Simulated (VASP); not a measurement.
Here is the system:

```
NaF
1.0
    0.00000     2.25223     2.25223
    2.25223     0.00000     2.25223
    2.25223     2.25223     0.00000
Na F
1 1
Direct
  0.00000   0.00000   0.00000
  0.50000   0.50000   0.50000
```

Level of theory: LDA (Ceperley-Alder, Perdew-Zunger), VASP's LDA PAW potentials (set 64) (plane waves; VASP). Settings: 520 eV cut-off, 10×10×10 Γ-centred mesh, Gaussian smearing of 0.050 eV, potentials Na_pv F.

Question: The job: NaF (rock salt), 2 atoms, LDA, static run, 520 eV, 10×10×10 Γ-centred mesh. Roughly how much core time does it take on a busy server core?

Answer: About 3 core-seconds (one run on a shared machine, a rough figure). It had 47 irreducible k-points, 11 bands, up to 636 plane waves and 13 electronic steps.

The compound is NaF in the rock salt structure. It was relaxed first, which changed the volume by -8 %.
